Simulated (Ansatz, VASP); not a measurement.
# Zn7Mo in two plane-wave programs, part 2 of 2

Aim: how closely do two programs agree when they are given the same cell, functional and k mesh? The cell is taken from a series of runs on this material, whose earlier steps may have relaxed, scaled, displaced or heated it; both programs get it as it stands.

VASP 6.6.1 and Ansatz 0.2.0.

So far: Set-up; Ansatz: single point, r2SCAN.

## Step 3: VASP: single point, r2SCAN

Level of this step: r2SCAN; plane waves and PAW (Mo_sv, Zn) (VASP).

The same cell, functional, mesh and smearing now go to VASP, with its own data sets.

Lines of VASP's logs that name or quote its potential files are left out, and so is its time.

Input file INCAR:

```
SYSTEM = Zn7Mo
PREC = Accurate
ENCUT = 550
EDIFF = 1E-06
NELM = 120
ISMEAR = -1
SIGMA = 0.05
LREAL = .FALSE.
ALGO = Normal
METAGGA = R2SCAN
LASPH = .TRUE.
NBANDS = 60
LORBIT = 11
LWAVE = .FALSE.
LCHARG = .FALSE.
ISIF = 2
GGA_COMPAT = .FALSE.
LMIXTAU = .TRUE.
KPAR = 2
```

Input file POSCAR:

```
Zn7Mo
1.0
    0.0000000000      3.8538306300      3.8538306300
    3.8538306300      0.0000000000      3.8538306300
    3.8538306300      3.8538306300      0.0000000000
Mo Zn
1 7
Direct
    0.0000000000      0.0000000000      0.0000000000
    0.5000000000      0.5000000000      0.5000000000
    0.5000000000      0.0000000000      0.0000000000
    0.0000000000      0.5000000000      0.0000000000
    0.5000000000      0.5000000000      0.0000000000
    0.0000000000      0.5000000000      0.5000000000
    0.5000000000      0.0000000000      0.5000000000
    0.0000000000      0.0000000000      0.5000000000
```

Input file KPOINTS:

```
Automatic mesh
0
Gamma
8 8 8
0 0 0
```

PAW data sets: Mo_sv and Zn (PBE family, release 64).

Launch:

```console
$ mpirun -np 2 vasp_std
```

Numbers of over 12 decimals in the logs are rounded to 6 here.

The log of the run:

```text
[banner, memory and clock lines left out]
running    2 mpi-ranks, on    1 nodes
 distrk:  each k-point on    1 cores,    2 groups
 distr:  one band on    1 cores,    1 groups

 POSCAR found type information on POSCAR MoZn
 POSCAR found :  2 types and       8 ions
|                                                                             |
|               ----> ADVICE to this user running VASP <----                  |
|                                                                             |
|     You enforced a specific xc type in the INCAR file but a different       |
|     [... a line on the potential file left out ...]
|     I HOPE YOU KNOW WHAT YOU ARE DOING!                                     |
|                                                                             |

 LDA part: xc-table for (None), standard interpolation
 POSCAR, INCAR and KPOINTS ok, starting setup
 FFT: planning ... GRIDC
 FFT: planning ... GRID_SOFT
 FFT: planning ... GRID
 WAVECAR not read
 entering main loop
       N       E                     dE             d eps       ncg     rms          rms(c)
DAV:   1     0.888239427779E+03    0.88824E+03   -0.48300E+04  3480   0.273E+03
DAV:   2     0.105360993353E+02   -0.87770E+03   -0.84422E+03  3488   0.598E+02
DAV:   3    -0.101231814449E+03   -0.11177E+03   -0.10806E+03  3608   0.200E+02
DAV:   4    -0.105393210092E+03   -0.41614E+01   -0.40939E+01  3840   0.403E+01
DAV:   5    -0.105429034306E+03   -0.35824E-01   -0.35775E-01  3752   0.317E+00    0.151E+01
DAV:   6    -0.904818454432E+02    0.14947E+02   -0.13916E+01  4104   0.471E+01    0.105E+01
DAV:   7    -0.875235162601E+02    0.29583E+01   -0.33377E+00  3980   0.168E+01    0.399E+00
DAV:   8    -0.884621585201E+02   -0.93864E+00   -0.83946E-01  3708   0.791E+00    0.287E+00
DAV:   9    -0.884207730373E+02    0.41385E-01   -0.26704E-01  3744   0.295E+00    0.139E+00
DAV:  10    -0.884075540098E+02    0.13219E-01   -0.14659E-01  3616   0.321E+00    0.568E-01
DAV:  11    -0.884861234426E+02   -0.78569E-01   -0.57119E-02  3584   0.164E+00    0.198E-01
DAV:  12    -0.884893852099E+02   -0.32618E-02   -0.23606E-03  3676   0.401E-01    0.106E-01
DAV:  13    -0.884879201708E+02    0.14650E-02   -0.11473E-03  4200   0.314E-01    0.579E-02
DAV:  14    -0.884891832436E+02   -0.12631E-02   -0.63194E-04  3604   0.222E-01    0.177E-02
DAV:  15    -0.884891865527E+02   -0.33091E-05   -0.66040E-05  3668   0.660E-02    0.185E-02
DAV:  16    -0.884892010823E+02   -0.14530E-04   -0.14245E-05  3780   0.463E-02    0.536E-03
DAV:  17    -0.884892203786E+02   -0.19296E-04   -0.36267E-06  2796   0.180E-02    0.267E-03
DAV:  18    -0.884892253083E+02   -0.49297E-05   -0.10584E-06  1936   0.727E-03    0.992E-04
DAV:  19    -0.884892254242E+02   -0.11588E-06   -0.95516E-08  1812   0.283E-03
   1 F= -.88489225E+02 E0= -.88478590E+02  d E =-.212718E-01
```

Parts of OUTCAR (step 3):

```text
ion  position               nearest neighbor table
   1  0.000  0.000  0.000-   3 2.73   4 2.73   8 2.73   6 2.73   7 2.73   8 2.73   4 2.73   5 2.73
                             6 2.73   3 2.73   5 2.73   7 2.73
   2  0.500  0.500  0.500-   5 2.73   6 2.73   7 2.73   3 2.73   4 2.73   5 2.73   3 2.73   7 2.73
                             8 2.73   4 2.73   6 2.73   8 2.73
   3  0.500  0.000  0.000-   1 2.73   5 2.73   7 2.73   2 2.73   7 2.73   8 2.73   2 2.73   4 2.73
                             5 2.73   1 2.73   4 2.73   8 2.73
   4  0.000  0.500  0.000-   1 2.73   5 2.73   6 2.73   2 2.73   6 2.73   8 2.73   1 2.73   3 2.73
                             8 2.73   2 2.73   3 2.73   5 2.73
   5  0.500  0.500  0.000-   2 2.73   3 2.73   4 2.73   2 2.73   6 2.73   7 2.73   1 2.73   3 2.73
                             7 2.73   1 2.73   4 2.73   6 2.73
   6  0.000  0.500  0.500-   2 2.73   4 2.73   8 2.73   1 2.73   4 2.73   5 2.73   1 2.73   7 2.73
                             8 2.73   2 2.73   5 2.73   7 2.73
   7  0.500  0.000  0.500-   2 2.73   3 2.73   8 2.73   1 2.73   3 2.73   5 2.73   2 2.73   5 2.73
                             6 2.73   1 2.73   6 2.73   8 2.73
   8  0.000  0.000  0.500-   1 2.73   6 2.73   7 2.73   1 2.73   3 2.73   4 2.73   2 2.73   4 2.73
                             6 2.73   2 2.73   3 2.73   7 2.73

  LATTYP: Found a face centered cubic cell.
 ALAT       =     7.7076612600

 Subroutine GETGRP returns: Found 48 space group operations
 (whereof 48 operations were pure point group operations)

The static configuration has the point symmetry O_h .

 Found     29 irreducible k-points:

   k-points           NKPTS =     29   k-points in BZ     NKDIM =     29   number of bands    NBANDS=     60

   dimension x,y,z NGX =    42 NGY =   42 NGZ =   42
   dimension x,y,z NGXF=    84 NGYF=   84 NGZF=   84

   ENCUT  =  550.0 eV  40.42 Ry    6.36 a.u.  10.42 10.42 10.42*2*pi/ulx,y,z

   NELECT =      98.0000    total number of electrons

 k-points in reciprocal lattice and weights: Automatic mesh
   0.00000000  0.00000000  0.00000000       0.002
   0.12500000  0.00000000  0.00000000       0.016
   0.25000000  0.00000000  0.00000000       0.016
   0.37500000  0.00000000  0.00000000       0.016
   0.50000000  0.00000000  0.00000000       0.008
   0.12500000  0.12500000  0.00000000       0.012
   0.25000000  0.12500000  0.00000000       0.047
   0.37500000  0.12500000  0.00000000       0.047
   0.50000000  0.12500000  0.00000000       0.047
[...]
-0.37500000  0.50000000  0.12500000       0.023
  -0.25000000  0.50000000  0.25000000       0.012

 average (electrostatic) potential at core
       1 -82.0543       2 -41.2302       3 -40.6982       4 -40.6982       5 -40.6982
       6 -40.6982       7 -40.6982       8 -40.6982

 E-fermi :   4.4332

 k-point     1 :       0.0000    0.0000    0.0000
  band No.  band energies     occupation
    ...
     48       3.4667      2.00000
     49       3.4667      2.00000
     50       4.1624      1.99115
     51       4.1624      1.99115
     52       4.1624      1.99115
     53       4.5783      0.10416
     54       7.3500      0.00000
     55       7.3500      0.00000
     56       7.3500      0.00000
     57       9.5640      0.00000
    ...

 k-point     2 :       0.1250    0.0000    0.0000
  band No.  band energies     occupation
    ...
     48       3.2639      2.00000
     49       3.2639      2.00000
     50       3.7098      2.00000
     51       4.4522      0.81238
     52       4.4522      0.81237
     53       5.2234      0.00000
     54       7.3668      0.00000
     55       7.3668      0.00000
     56       7.7480      0.00000
     57       9.7589      0.00000
    ...

 k-point     3 :       0.2500    0.0000    0.0000
  band No.  band energies     occupation
    ...
     46       2.4309      2.00000
     47       2.7492      2.00000
     48       3.1036      2.00000
     49       3.1036      2.00000
     50       4.3455      1.70514
     51       4.9736      0.00004
     52       4.9736      0.00004
     53       6.3931      0.00000
     54       7.4185      0.00000
     55       7.4185      0.00000
    ...

  Total        0.1055004      0.1055004      0.1055004     -0.0000000      0.0000000     -0.0000000
  in kB        1.4765798      1.4765798      1.4765798     -0.0000000      0.0000000     -0.0000000
  external PRESSURE =       1.4765798 kB  Pullay stress =       0.0000000 kB

  energy-cutoff  :      550.00
  volume of cell :      114.47
      direct lattice vectors                 reciprocal lattice vectors
     0.000000000  3.853830630  3.853830630    -0.129741042  0.129741042  0.129741042
     3.853830630  0.000000000  3.853830630     0.129741042 -0.129741042  0.129741042
     3.853830630  3.853830630  0.000000000     0.129741042  0.129741042 -0.129741042

 POSITION                                       TOTAL-FORCE (eV/Angst)
 -----------------------------------------------------------------------------------
      0.00000      0.00000      0.00000        -0.000000     -0.000000      0.000000
      3.85383      3.85383      3.85383        -0.000000      0.000000     -0.000000
      0.00000      1.92692      1.92692        -0.000000      0.000000      0.000000
      1.92692      0.00000      1.92692         0.000000     -0.000000     -0.000000
      1.92692      1.92692      3.85383        -0.000000     -0.000000     -0.000000
      3.85383      1.92692      1.92692         0.000000     -0.000000      0.000000
      1.92692      3.85383      1.92692        -0.000000     -0.000000      0.000000
      1.92692      1.92692      0.00000        -0.000000      0.000000     -0.000000
 -----------------------------------------------------------------------------------
    total drift:                               -0.000000     -0.000000      0.000000

  FREE ENERGIE OF THE ION-ELECTRON SYSTEM (eV)
  ---------------------------------------------------
  free  energy   TOTEN  =       -88.4892254242 eV

  energy  without entropy=      -88.4679536228  energy(sigma->0) =      -88.47858952

 total charge
# of ion       s       p       d       tot
------------------------------------------
    1        2.253   6.151   3.922  12.327
    2        0.601   0.410   9.757  10.768
    3        0.611   0.519   9.737  10.868
    4        0.611   0.519   9.737  10.868
    5        0.611   0.519   9.737  10.868
    6        0.611   0.519   9.737  10.868
    7        0.611   0.519   9.737  10.868
    8        0.611   0.519   9.737  10.868
--------------------------------------------------
tot          6.523   9.674  72.103  88.301

[... 3 further parts left out ...]
```

The run ends at a pressure of 0.15 GPa.

## Step 4: Side by side

Known differences besides the potentials themselves: VASP keeps PBE cores, Ansatz makes them for the functional; the cutoff is 500 eV in Ansatz and 550 eV in VASP. Total energies have different zeros and are not compared.

Compared:

```csv
quantity,Ansatz,VASP,difference
pressure (GPa),-0.30,0.15,-0.45
```

## Step 5: Outcome

- difference in pressure (single point, r2SCAN): -0.45 GPa

What this shows: The difference in pressure is -0.45 GPa (single point, r2SCAN), within the 1 GPa picked in this series as the mark of a large difference. Such differences can come from data sets, numerical settings and the points named under the comparisons, not from the functional's error against experiment.

[Lines on the potential files, build, host, timing and source positions are cut from VASP's logs without a mark.]

[Logs are printed without paths, hosts, clocks, repeated set-up lines and the standing remarks that a program may print on its own settings, such as how far it seeks lower states.]

[Hosts, paths, dates, database ids (printed as entryN), source tags and the programs' standing remarks are cut or masked in the printed files.]
